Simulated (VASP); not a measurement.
# ZnCu2SnS4: U from linear response, part 2 of 3

Aim: the Hubbard U of ZnCu2SnS4 from the response of a shell to a shift of its potential. The start is a cell from a database of measured crystal structures.

VASP 6.6.1, plane waves and PAW; the level of theory is named at each step.

So far. Step 3 (Shifted potential, frozen density, alpha -0.2): Energy at zero smearing: -33.85237 eV.

## (4) Shifted potential, relaxed density, alpha -0.2

Level of this step: PBEsol, with a shift of one shell's potential, spin-polarised from an antiferromagnetic start; plane waves and PAW (Cu, Cu, Sn, Zn, S) (VASP).

With self-consistency the other electrons screen the shift.

INCAR reads:

```
SYSTEM = ZnCu2SnS4
PREC = Normal
ENCUT = 360
EDIFF = 1E-06
NELM = 150
ISMEAR = 0
SIGMA = 0.05
LREAL = .FALSE.
ALGO = Normal
GGA = PS
NBANDS = 40
ISPIN = 2
MAGMOM = 0.6 -0.6 0 0 0 0 0 0
LASPH = .TRUE.
LMAXMIX = 4
LORBIT = 11
LWAVE = .FALSE.
LCHARG = .FALSE.
KPAR = 2
AMIX = 0.2
BMIX = 1E-04
AMIX_MAG = 0.8
BMIX_MAG = 1E-04
LDAU = .TRUE.
LDAUTYPE = 3
LDAUL = 2 -1 -1 -1 -1
LDAUU = -0.2 0 0 0 0
LDAUJ = -0.2 0 0 0 0
```

POSCAR reads:

```
ZnCu2SnS4
1.0
   -2.7171000000      2.7171000000      5.4248000000
    2.7171000000     -2.7171000000      5.4248000000
    2.7171000000      2.7171000000     -5.4248000000
Cu Cu Sn Zn S
1 1 1 1 4
Direct
    0.7500000000      0.2500000000      0.5000000000
    0.0000000000      0.0000000000      0.0000000000
    0.5000000000      0.5000000000      0.0000000000
    0.2500000000      0.7500000000      0.5000000000
    0.6279900000      0.6283900000      0.5128000000
    0.8848100000      0.3720100000      0.0004000000
    0.1155900000      0.1151900000      0.4872000000
    0.3716100000      0.8844100000      0.9996000000
```

KPOINTS reads:

```
Automatic mesh
0
Gamma
4 4 4
0 0 0
```

Potentials, in the order of the species: Cu, Cu, Sn, Zn and S (PBE family, release 64).

The run is started by

```console
$ mpirun -np 2 vasp_std
```

What it wrote:

```text
[banner, memory and clock lines left out]
running    2 mpi-ranks, on    1 nodes
 distrk:  each k-point on    1 cores,    2 groups
 distr:  one band on    1 cores,    1 groups

 POSCAR found type information on POSCAR CuCuSnZnS
 POSCAR found :  5 types and       8 ions
 [... a notice as in an earlier step ...]

 LDA part: xc-table for (Slater+PW92), standard interpolation
 found WAVECAR, reading the header
 POSCAR, INCAR and KPOINTS ok, starting setup
 FFT: planning ... GRIDC
 FFT: planning ... GRID_SOFT
 FFT: planning ... GRID
 reading WAVECAR
 the WAVECAR file was read successfully
 initial charge from wavefunction
 entering main loop
       N       E                     dE             d eps       ncg     rms          rms(c)
DAV:   1    -0.338518295132E+02   -0.33852E+02   -0.12198E-02  3976   0.397E+00    0.288E-01
DAV:   2    -0.338503213636E+02    0.15081E-02   -0.12138E-02  3464   0.349E+00    0.607E-02
DAV:   3    -0.338503265627E+02   -0.51992E-05   -0.70673E-04  3544   0.533E-01    0.256E-02
DAV:   4    -0.338503201618E+02    0.64009E-05   -0.75265E-05  3392   0.116E-01    0.199E-02
DAV:   5    -0.338503145477E+02    0.56141E-05   -0.30737E-05  3712   0.116E-01    0.744E-03
DAV:   6    -0.338503148589E+02   -0.31126E-06   -0.99555E-06  2920   0.106E-01
   1 F= -.33850315E+02 E0= -.33850313E+02  d E =-.395505E-05  mag=    -0.0000
```

The job ended after 32 s (2 MPI ranks of Intel Xeon Platinum 8259CL at 2.50GHz (Skylake/Cascade Lake), shared host; peak memory 0.51 GiB; 55 s of CPU time).

OUTCAR, selected parts (step 4):

```text
The static configuration has the point symmetry S_4 .

 Found     14 irreducible k-points:

   NELECT =      62.0000    total number of electrons

 E-fermi :   4.4276

 spin component 1
 k-point     1 :       0.0000    0.0000    0.0000
  band No.  band energies     occupation
    ...
     27       2.7832      1.00000
     28       2.9187      1.00000
     29       4.2303      1.00000
     30       4.2303      1.00000
     31       4.3113      0.99950
     32       4.5438      0.00050
     33       6.2432      0.00000
     34       7.1404      0.00000
     35       8.0588      0.00000
     36       8.0589      0.00000
    ...

 k-point     2 :       0.2500   -0.0000    0.0000
  band No.  band energies     occupation
    ...
     27       2.9452      1.00000
     28       3.0313      1.00000
     29       3.4631      1.00000
     30       3.8037      1.00000
     31       4.1014      1.00000
     32       5.6198      0.00000
     33       7.1199      0.00000
     34       7.2776      0.00000
     35       7.6863      0.00000
     36       7.9694      0.00000
    ...

 k-point     3 :       0.5000   -0.0000    0.0000
  band No.  band energies     occupation
    ...
     27       3.0637      1.00000
     28       3.2086      1.00000
     29       3.2437      1.00000
     30       3.3143      1.00000
     31       3.8267      1.00000
     32       6.0743      0.00000
     33       7.4256      0.00000
     34       7.5620      0.00000
     35       8.5056      0.00000
     36       8.5942      0.00000
    ...

 k-point     4 :       0.2500    0.2500    0.0000
  band No.  band energies     occupation
    ...
     27       3.0001      1.00000
     28       3.0881      1.00000
     29       3.3361      1.00000
     30       3.9188      1.00000
     31       3.9344      1.00000
     32       5.4883      0.00000
     33       6.9667      0.00000
     34       7.2714      0.00000
     35       7.4346      0.00000
     36       8.2571      0.00000
    ...

  Total       -1.4138026     -1.4138026     -1.5170651      0.0000000      0.0000000      0.0000000
  in kB      -14.1398366    -14.1398366    -15.1725938      0.0000002      0.0000000      0.0000000
  external PRESSURE =     -14.4840890 kB  Pullay stress =       0.0000000 kB

 POSITION                                       TOTAL-FORCE (eV/Angst)
 -----------------------------------------------------------------------------------
      0.00000      2.71710      2.71240        -0.000000     -0.000000      0.000000
      0.00000      0.00000      0.00000        -0.000000     -0.000000      0.000000
      0.00000      0.00000      5.42480        -0.000000     -0.000000      0.000000
      2.71710      0.00000      2.71240        -0.000000     -0.000000      0.000000
      1.39442      1.39224      4.03377         0.183210      0.602276     -0.236525
     -1.39224      1.39442      6.81583        -0.602276      0.183210      0.236525
      1.32268      1.32486     -1.39103        -0.183210     -0.602276     -0.236525
      4.10934      1.32268      1.39103         0.602276     -0.183210      0.236525
 -----------------------------------------------------------------------------------
    total drift:                                0.000224      0.000223      0.000236

  FREE ENERGIE OF THE ION-ELECTRON SYSTEM (eV)
  ---------------------------------------------------
  free  energy   TOTEN  =       -33.8503148589 eV

  energy  without entropy=      -33.8503109039  energy(sigma->0) =      -33.85031288

 total charge
# of ion       s       p       d       tot
------------------------------------------
    1        0.361   0.351   9.245   9.957
    2        0.360   0.349   9.260   9.969
    3        1.325   1.699   0.347   3.371
    4        0.537   0.489   9.795  10.820
    5        1.321   2.362   0.000   3.684
    6        1.321   2.362   0.000   3.684
    7        1.321   2.362   0.000   3.684
    8        1.321   2.362   0.000   3.684
--------------------------------------------------
tot          7.867  12.337  28.648  48.853

 magnetization (x)
# of ion       s       p       d       tot
------------------------------------------
    1        0.000  -0.000   0.000   0.000
    2       -0.000  -0.000  -0.000  -0.000
    3        0.000  -0.000   0.000   0.000
    4       -0.000  -0.000  -0.000  -0.000
    5       -0.000   0.000   0.000   0.000
    6       -0.000   0.000   0.000   0.000
    7       -0.000   0.000   0.000   0.000
    8       -0.000   0.000   0.000   0.000
--------------------------------------------------
tot         -0.000   0.000   0.000   0.000

[... 8 parts as in an earlier step ...]

[... 4 further parts left out ...]
```

Numbers from this step:

| Item | Value |
| --- | --- |
| electronic cycles | 6 |
| Fermi energy | 4.428 eV |
| gap on the k-mesh | 0.2325 eV |
| least direct gap on the k-mesh | 0.2325 eV |

Force by atom:

| atom | x (eV/Å) | y (eV/Å) | z (eV/Å) | size |
| --- | --- | --- | --- | --- |
| Cu1 | 0.000 | 0.000 | 0.000 | 0.000 |
| Cu2 | 0.000 | 0.000 | 0.000 | 0.000 |
| Sn3 | 0.000 | 0.000 | 0.000 | 0.000 |
| Zn4 | 0.000 | 0.000 | 0.000 | 0.000 |
| S5 | 0.183 | 0.602 | -0.237 | 0.672 |
| S6 | -0.602 | 0.183 | 0.237 | 0.672 |
| S7 | -0.183 | -0.602 | -0.237 | 0.672 |
| S8 | 0.602 | -0.183 | 0.237 | 0.672 |

Energy at zero smearing: -33.85031 eV.

The run ends at a pressure of -1.45 GPa, with forces up to 0.67 eV/Å.

## (5) Shifted potential, frozen density, alpha -0.1

INCAR, as its differences from that of step 4:

```diff
@@ -26,3 +26,4 @@
 LDAUL = 2 -1 -1 -1 -1
-LDAUU = -0.2 0 0 0 0
-LDAUJ = -0.2 0 0 0 0
+LDAUU = -0.1 0 0 0 0
+LDAUJ = -0.1 0 0 0 0
+ICHARG = 11
```

POSCAR is that of step 4.

KPOINTS is that of step 4.

The WAVECAR or CHGCAR of an earlier step is read.

The run is started by

```console
$ mpirun -np 2 vasp_std
```

What it wrote:

```text
[... set-up lines as in an earlier step ...]
 entering main loop
       N       E                     dE             d eps       ncg     rms          rms(c)
DAV:   1    -0.347776796148E+02   -0.34778E+02   -0.30389E-03  3968   0.199E+00
DAV:   2    -0.347778033524E+02   -0.12374E-03   -0.12374E-03  2592   0.167E-01
DAV:   3    -0.347778045573E+02   -0.12049E-05   -0.12055E-05  2936   0.214E-02
DAV:   4    -0.347778045780E+02   -0.20713E-07   -0.20514E-07  1712   0.332E-03
   1 F= -.34777805E+02 E0= -.34777802E+02  d E =-.462995E-05  mag=     0.0000
```

Run time: 17 s. Hardware: 2 MPI ranks; peak memory 0.49 GiB.

Parts of OUTCAR (step 5):

```text
   NELECT =      62.0000    total number of electrons

 E-fermi :   4.4292

 spin component 1
 k-point     1 :       0.0000    0.0000    0.0000
  band No.  band energies     occupation
    ...
     27       2.7888      1.00000
     28       2.9216      1.00000
     29       4.2337      1.00000
     30       4.2337      1.00000
     31       4.3147      0.99940
     32       4.5438      0.00060
     33       6.2427      0.00000
     34       7.1429      0.00000
     35       8.0574      0.00000
     36       8.0574      0.00000
    ...

 k-point     2 :       0.2500   -0.0000    0.0000
  band No.  band energies     occupation
    ...
     27       2.9507      1.00000
     28       3.0331      1.00000
     29       3.4681      1.00000
     30       3.8077      1.00000
     31       4.1052      1.00000
     32       5.6189      0.00000
     33       7.1190      0.00000
     34       7.2775      0.00000
     35       7.6855      0.00000
     36       7.9707      0.00000
    ...

  Total       -3.4127318     -3.4127318     -3.5217200      0.0000000      0.0000000     -0.0000000
  in kB      -34.1316887    -34.1316887    -35.2217100      0.0000004      0.0000000     -0.0000000
  external PRESSURE =     -34.4950292 kB  Pullay stress =       0.0000000 kB

 POSITION                                       TOTAL-FORCE (eV/Angst)
 -----------------------------------------------------------------------------------
      0.00000      2.71710      2.71240         0.000000     -0.000000      0.000000
      0.00000      0.00000      0.00000         0.000000     -0.000000      0.000000
      0.00000      0.00000      5.42480         0.000000     -0.000000      0.000000
      2.71710      0.00000      2.71240         0.000000     -0.000000      0.000000
      1.39442      1.39224      4.03377         0.179366      0.603673     -0.240464
     -1.39224      1.39442      6.81583        -0.603673      0.179366      0.240464
      1.32268      1.32486     -1.39103        -0.179366     -0.603673     -0.240464
      4.10934      1.32268      1.39103         0.603673     -0.179366      0.240464
 -----------------------------------------------------------------------------------
    total drift:                                0.000223      0.000222      0.000235

  FREE ENERGIE OF THE ION-ELECTRON SYSTEM (eV)
  ---------------------------------------------------
  free  energy   TOTEN  =       -34.7778045780 eV

  energy  without entropy=      -34.7777999480  energy(sigma->0) =      -34.77780226

 magnetization (x)
# of ion       s       p       d       tot
------------------------------------------
    1        0.000   0.000  -0.000  -0.000
    2       -0.000  -0.000   0.000   0.000
    3        0.000  -0.000  -0.000  -0.000
    4       -0.000  -0.000   0.000  -0.000
    5        0.000   0.000   0.000   0.000
    6        0.000   0.000   0.000   0.000
    7        0.000   0.000   0.000   0.000
    8        0.000   0.000   0.000   0.000
--------------------------------------------------
tot          0.000   0.000  -0.000   0.000

[... 9 parts as in an earlier step ...]

[... 9 further parts left out ...]
```

Numbers from this step:

- electronic cycles: 4
- free energy (TOTEN): -34.78 eV
- Fermi energy: 4.429 eV
- gap on the k-mesh: 0.2291 eV
- least direct gap on the k-mesh: 0.2291 eV

Energy at zero smearing: -34.77780 eV.

## (6) Shifted potential, relaxed density, alpha -0.1

INCAR, as its differences from that of step 5:

```diff
@@ -28,2 +28 @@
 LDAUJ = -0.1 0 0 0 0
-ICHARG = 11
```

POSCAR is that of step 5.

KPOINTS is that of step 5.

The run is started by

```console
$ mpirun -np 2 vasp_std
```

What it wrote:

```text
[... set-up lines as in an earlier step ...]
 entering main loop
       N       E                     dE             d eps       ncg     rms          rms(c)
DAV:   1    -0.347776570177E+02   -0.34778E+02   -0.29545E-03  3968   0.197E+00    0.138E-01
DAV:   2    -0.347773033978E+02    0.35362E-03   -0.27674E-03  3512   0.172E+00    0.274E-02
DAV:   3    -0.347773075935E+02   -0.41957E-05   -0.16011E-04  3520   0.228E-01    0.128E-02
DAV:   4    -0.347773056823E+02    0.19112E-05   -0.14495E-05  2832   0.554E-02    0.990E-03
DAV:   5    -0.347773045159E+02    0.11664E-05   -0.90659E-06  3160   0.563E-02    0.376E-03
DAV:   6    -0.347773044810E+02    0.34843E-07   -0.23096E-06  1840   0.429E-02
   1 F= -.34777304E+02 E0= -.34777303E+02  d E =-.238276E-05  mag=    -0.0000
```

The job ended after 27 s (2 MPI ranks; peak memory 0.51 GiB).

From OUTCAR (step 6):

```text
   NELECT =      62.0000    total number of electrons

 E-fermi :   4.4219

 spin component 1
 k-point     1 :       0.0000    0.0000    0.0000
  band No.  band energies     occupation
    ...
     27       2.7606      1.00000
     28       2.9065      1.00000
     29       4.2191      1.00000
     30       4.2191      1.00000
     31       4.3003      0.99971
     32       4.5435      0.00029
     33       6.2402      0.00000
     34       7.1397      0.00000
     35       8.0573      0.00000
     36       8.0574      0.00000
    ...

 k-point     2 :       0.2500   -0.0000    0.0000
  band No.  band energies     occupation
    ...
     27       2.9232      1.00000
     28       3.0204      1.00000
     29       3.4465      1.00000
     30       3.7908      1.00000
     31       4.0896      1.00000
     32       5.6180      0.00000
     33       7.1178      0.00000
     34       7.2762      0.00000
     35       7.6850      0.00000
     36       7.9690      0.00000
    ...

  Total       -1.4129553     -1.4129553     -1.5191085      0.0000000      0.0000000      0.0000000
  in kB      -14.1313622    -14.1313622    -15.1930306      0.0000004      0.0000000      0.0000000
  external PRESSURE =     -14.4852517 kB  Pullay stress =       0.0000000 kB

 POSITION                                       TOTAL-FORCE (eV/Angst)
 -----------------------------------------------------------------------------------
      0.00000      2.71710      2.71240         0.000000     -0.000000      0.000000
      0.00000      0.00000      0.00000         0.000000     -0.000000      0.000000
      0.00000      0.00000      5.42480         0.000000     -0.000000      0.000000
      2.71710      0.00000      2.71240         0.000000     -0.000000      0.000000
      1.39442      1.39224      4.03377         0.183534      0.598348     -0.233266
     -1.39224      1.39442      6.81583        -0.598348      0.183534      0.233266
      1.32268      1.32486     -1.39103        -0.183534     -0.598348     -0.233266
      4.10934      1.32268      1.39103         0.598348     -0.183534      0.233266
 -----------------------------------------------------------------------------------
    total drift:                                0.000224      0.000223      0.000236

  FREE ENERGIE OF THE ION-ELECTRON SYSTEM (eV)
  ---------------------------------------------------
  free  energy   TOTEN  =       -34.7773044810 eV

  energy  without entropy=      -34.7773020983  energy(sigma->0) =      -34.77730329

 magnetization (x)
# of ion       s       p       d       tot
------------------------------------------
    1        0.000   0.000   0.000   0.000
    2       -0.000  -0.000  -0.000  -0.000
    3       -0.000  -0.000  -0.000  -0.000
    4        0.000  -0.000  -0.000  -0.000
    5        0.000   0.000   0.000   0.000
    6        0.000   0.000   0.000   0.000
    7        0.000   0.000   0.000   0.000
    8        0.000   0.000   0.000   0.000
--------------------------------------------------
tot          0.000   0.000  -0.000   0.000

[... 8 parts as in an earlier step ...]

[... 9 further parts left out ...]
```

Numbers from this step:

* electronic cycles: 6
* Fermi energy: 4.422 eV
* gap on the k-mesh: 0.2432 eV
* least direct gap on the k-mesh: 0.2432 eV

Force by atom:

| atom | x (eV/Å) | y (eV/Å) | z (eV/Å) | size |
| --- | --- | --- | --- | --- |
| Cu1 | 0.000 | 0.000 | 0.000 | 0.000 |
| Cu2 | 0.000 | 0.000 | 0.000 | 0.000 |
| Sn3 | 0.000 | 0.000 | 0.000 | 0.000 |
| Zn4 | 0.000 | 0.000 | 0.000 | 0.000 |
| S5 | 0.184 | 0.598 | -0.233 | 0.668 |
| S6 | -0.598 | 0.184 | 0.233 | 0.668 |
| S7 | -0.184 | -0.598 | -0.233 | 0.668 |
| S8 | 0.598 | -0.184 | 0.233 | 0.668 |

Energy at zero smearing: -34.77730 eV.

The run ends at a pressure of -1.45 GPa, with forces up to 0.67 eV/Å.

## (7) Shifted potential, frozen density, alpha 0.1

INCAR, as its differences from that of step 6:

```diff
@@ -26,3 +26,4 @@
 LDAUL = 2 -1 -1 -1 -1
-LDAUU = -0.1 0 0 0 0
-LDAUJ = -0.1 0 0 0 0
+LDAUU = 0.1 0 0 0 0
+LDAUJ = 0.1 0 0 0 0
+ICHARG = 11
```

POSCAR is that of step 6.

KPOINTS is that of step 6.

The WAVECAR or CHGCAR of an earlier step is read.

The run is started by

```console
$ mpirun -np 2 vasp_std
```

What it wrote:

```text
[... set-up lines as in an earlier step ...]
 entering main loop
       N       E                     dE             d eps       ncg     rms          rms(c)
DAV:   1    -0.366340412242E+02   -0.36634E+02   -0.30314E-03  3960   0.200E+00
DAV:   2    -0.366341672868E+02   -0.12606E-03   -0.12606E-03  2608   0.169E-01
DAV:   3    -0.366341684675E+02   -0.11807E-05   -0.11807E-05  2960   0.211E-02
DAV:   4    -0.366341684850E+02   -0.17494E-07   -0.17372E-07  1696   0.314E-03
   1 F= -.36634168E+02 E0= -.36634168E+02  d E =-.408677E-06  mag=     0.0000
```

The job ended after 18 s (2 MPI ranks; peak memory 0.49 GiB; 32 s of CPU time).

From OUTCAR (step 7):

```text
  Total        0.5020959      0.5020959      0.3942290      0.0000000      0.0000000      0.0000000
  in kB        5.0216020      5.0216020      3.9427952      0.0000003      0.0000000      0.0000000
  external PRESSURE =       4.6619998 kB  Pullay stress =       0.0000000 kB

 POSITION                                       TOTAL-FORCE (eV/Angst)
 -----------------------------------------------------------------------------------
      0.00000      2.71710      2.71240        -0.000000      0.000000     -0.000000
      0.00000      0.00000      0.00000        -0.000000      0.000000     -0.000000
      0.00000      0.00000      5.42480        -0.000000      0.000000      0.000000
      2.71710      0.00000      2.71240        -0.000000      0.000000      0.000000
      1.39442      1.39224      4.03377         0.187820      0.586733     -0.221245
     -1.39224      1.39442      6.81583        -0.586733      0.187820      0.221245
      1.32268      1.32486     -1.39103        -0.187820     -0.586733     -0.221245
      4.10934      1.32268      1.39103         0.586733     -0.187820      0.221245
 -----------------------------------------------------------------------------------
    total drift:                                0.000223      0.000223      0.000235

  FREE ENERGIE OF THE ION-ELECTRON SYSTEM (eV)
  ---------------------------------------------------
  free  energy   TOTEN  =       -36.6341684850 eV

  energy  without entropy=      -36.6341680763  energy(sigma->0) =      -36.63416828

 magnetization (x)
# of ion       s       p       d       tot
------------------------------------------
    1        0.000   0.000  -0.000  -0.000
    2       -0.000  -0.000   0.000   0.000
    3       -0.000  -0.000  -0.000  -0.000
    4       -0.000  -0.000   0.000  -0.000
    5        0.000   0.000   0.000   0.000
    6        0.000   0.000   0.000   0.000
    7        0.000   0.000   0.000   0.000
    8        0.000   0.000   0.000   0.000
--------------------------------------------------
tot          0.000   0.000   0.000   0.000

[... 2 parts as in an earlier step ...]

[... 1 further part left out ...]
[key lines of the parts left out:]
E-fermi :   4.4042
```

Energy at zero smearing: -36.63417 eV.

(Part 2 of 3 ends here.)

[Lines on the potential files, build, host, timing and source positions are cut from VASP's logs without a mark.]

[Logs are printed without paths, hosts, clocks, repeated set-up lines and the standing remarks that a program may print on its own settings, such as how far it seeks lower states.]

[Hosts, paths, dates, database ids (printed as entryN), source tags and the programs' standing remarks are cut or masked in the printed files.]

[In band tables of VASP the shares of atoms and orbitals are scaled to a sum of 1 inside the atoms' spheres.]

[Runs that stopped without an error message from VASP are left out.]
